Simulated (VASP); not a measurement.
Data:

```xyz
1
Lattice="-2.0626 2.0626 2.0626 2.0626 -2.0626 2.0626 2.0626 2.0626 -2.0626" Properties=species:S:1:pos:R:3 pbc="T T T"
I      0.0000     0.0000     0.0000
```

Calculation: PBEsol GGA, VASP's PBE PAW potentials (set 64) (plane waves; VASP). Settings: 400 eV cut-off, 8×8×8 Γ-centred mesh, Gaussian smearing of 0.050 eV, potentials I.

Energy and stress use the plane-wave basis of the starting cell.

Problem. The ions, cell shape and volume are relaxed. Which structure does the run end with?

Solution. 
```xyz
1
Lattice="-2.0212 2.0212 2.0212 2.0212 -2.0212 2.0212 2.0212 2.0212 -2.0212" Properties=species:S:1:pos:R:3 pbc="T T T"
I      0.0000     0.0000     0.0000
```
Space group Im-3m (229), at a tolerance of 0.03 Å.

Problem. How do energy and volume change from the first to the last step?

Solution. The energy (σ→0) changes by -12.1 meV/atom and the volume by -5.9 %, in 3 ionic steps.

The structure was generated: I was put into the bcc type (Im-3m), which need not be its known phase. This run relaxes it. Symmetry was kept, so distortions that lower it aren't found.
